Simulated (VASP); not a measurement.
Data:

```xyz
4
Lattice="4.1448 0.0000 0.0000 0.0000 4.1448 0.0000 0.0000 0.0000 4.1448" Properties=species:S:1:pos:R:3 pbc="T T T"
Sc     0.0000     0.0000     0.0000
Al     0.0000     2.0724     2.0724
Al     2.0724     0.0000     2.0724
Al     2.0724     2.0724     0.0000
```

The numbers are results of PBE GGA with D3 dispersion (zero damping), VASP's PBE PAW potentials (set 64) (plane waves; VASP 6.6.1), not measurements. Settings: 520 eV cut-off, 8×8×8 Γ-centred mesh, first-order Methfessel-Paxton smearing of 0.10 eV, potentials Sc_sv Al.

Task: What does the run give for the energy per atom (σ→0), pressure, band gap (on the k-mesh) with the smallest direct gap where there is one?

Result: 
The band gap (on the k-mesh) is none (metal, semimetal or under 0.01 eV) and the energy per atom (σ→0) is -5042 meV/atom. The pressure is -4.56 GPa.

The compound is Al3Sc in the L1_2 structure. This cell is one point of a volume scan, at 1.06 of the reference volume.
